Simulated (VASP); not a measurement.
Consider the following.

```yaml
crystal:
  lattice:
    - [-1.78374, 1.78374, 1.78374]
    - [1.78374, -1.78374, 1.78374]
    - [1.78374, 1.78374, -1.78374]
  atoms:
    - { symbol: Zr, position: [0.00000, 0.00000, 0.00000] }
```

Method: r2SCAN+rVV10, VASP's PBE PAW potentials (set 64) (plane waves; VASP). Settings: 400 eV cut-off, 16×16×16 Γ-centred mesh, tetrahedra with Blöchl corrections, potentials Zr_sv.

**Question.** Give the energies of bands 5 to 9 at the high-symmetry points, in eV from the Fermi level.

**Answer.** 
| band | Γ | H | N | P |
|---|---|---|---|---|
| 5 | -5.76 | -2.83 | -3.00 | -0.59 |
| 6 | 1.33 | -2.83 | -0.65 | -0.59 |
| 7 | 1.33 | 6.09 | 1.59 | -0.59 |
| 8 | 1.33 | 6.09 | 3.97 | 4.80 |
| 9 | 3.92 | 6.09 | 4.67 | 4.80 |

It has no gap at this level: it comes out as a metal or semimetal.

The structure comes from a measured Zr entry (Im-3m) of the Crystallography Open Database, whose conditions weren't checked. It was relaxed first.
